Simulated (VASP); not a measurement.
Data:

```
InP
1.0
    0.00000     2.93500     2.93500
    2.93500     0.00000     2.93500
    2.93500     2.93500     0.00000
In P
1 1
Direct
  0.00000   0.00000   0.00000
  0.25000   0.25000   0.25000
```

Computed with PBE GGA, VASP's PBE PAW potentials (set 64) (plane waves; VASP 6.6.1). Numerical set-up: 300 eV cut-off, 7×7×7 Γ-centred mesh, Fermi-Dirac smearing of 0.020 eV, potentials In_d P.

At this cut-off the stress carries a Pulay error, which pulls relaxed volumes low. Unless said otherwise, spin-orbit coupling is left out, though it shifts the bands of the heavy elements here.

What does the run give for the energy per atom (σ→0), pressure, band gap (on the k-mesh) with the smallest direct gap where there is one?

The band gap (on the k-mesh) is 0.68 eV, the smallest direct gap (on the k-mesh) comes out as 0.68 eV and the energy per atom (σ→0) is -4.190 eV/atom. The pressure is 2.61 GPa.

The absolute energy has meaning only against runs of the same code, potentials and settings.

The structure is a typed InP crystal (F-43m). The cell was not relaxed at this level.
